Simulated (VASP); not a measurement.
Wanted: the native input for a VASP 6.6.1 run.

| Item | Value |
| --- | --- |
| Task | single point |
| Functional | PBE |
| Potentials or basis | VASP PAW PBE potentials, release 64 (Ru_pv, F) |
| Cutoff | 520 eV |
| k mesh | 7 × 7 × 7 |
| Occupations | gaussian, width 0.05 eV |
| Spin | collinear spin, ferromagnetic start |
| Starting moments | [1.0, 0.0, 0.0] μB |
| Fixed moment | 1 μB |
| Hubbard terms | Ru d U = 4 eV |
| Further INCAR settings | ALGO = Fast; EDIFF = 1e-06 |

The structure of RuF2 lies in POSCAR:

```
RuF2
1.0
    0.0000000000      2.4087449400      2.4087449400
    2.4087449400      0.0000000000      2.4087449400
    2.4087449400      2.4087449400      0.0000000000
Ru F
1 2
Direct
    0.0000000000      0.0000000000      0.0000000000
    0.2500000000      0.2500000000      0.2500000000
    0.7500000000      0.7500000000      0.7500000000
```

The cell comes from a database or a generator and needn't be the stable form of this composition.

These files were run (other wordings do the same):

INCAR

```
PREC     = Accurate       # precision mode
ENCUT    = 520            # plane-wave cutoff, eV
EDIFF    = 1E-6           # SCF threshold, eV
ISMEAR   = 0              # smearing method
SIGMA    = 0.05           # smearing width, eV
LREAL    = F              # projectors in reciprocal space
LASPH    = T              # aspherical terms in the spheres
NELM     = 80             # most SCF steps
ALGO     = Fast           # electronic algorithm
ISIF     = 2              # what is computed and relaxed
LWAVE    = F              # write WAVECAR
LCHARG   = T              # write CHGCAR
ISPIN    = 2              # spin polarisation
MAGMOM   = 1 0 0          # initial moments
LORBIT   = 11             # projections on sites
NUPDOWN  = 1              # fixed moment
LMAXMIX  = 4              # l up to which the mixer works
LDAU     = T              # DFT+U
LDAUTYPE = 2            
LDAUL    = 2 -1           # shell
LDAUU    = 4 0            # U, eV
LDAUJ    = 0 0          
LDAUPRINT= 1            
GGA      = PE             # functional
LELF     = T              # ELF
LVHAR    = T
```

KPOINTS

```
regular mesh
0
Gamma
  7 7 7
```

Potentials or basis: VASP PAW PBE potentials, release 64 (Ru_pv, F).

Launch:

```sh
$ cat potpaw_PBE.64/Ru_pv/POTCAR potpaw_PBE.64/F/POTCAR > POTCAR
$ mpirun -np 1 vasp_std > vasp.out
```

It gave:

```yaml
Pressure: 66.7 GPa
Net_moment: 1.00 μB per cell
Site_moments: Ru +0.96; F +0.01 μB
Valence_electrons_inside_the_program's_atomic_spheres: Ru 12.58; F 6.14
```

Caveat: a pressure of tens of GPa on the cell as given is suspect, and the run, the potentials or the cell itself is likely at fault; the total moment is fixed, so each spin has its own Fermi level.

Wall time 48 s on 1 thread of Intel(R) Xeon(R) Platinum 8375C CPU @ 2.90GHz (Ice Lake) (shared host), peak memory 0.17 GiB.
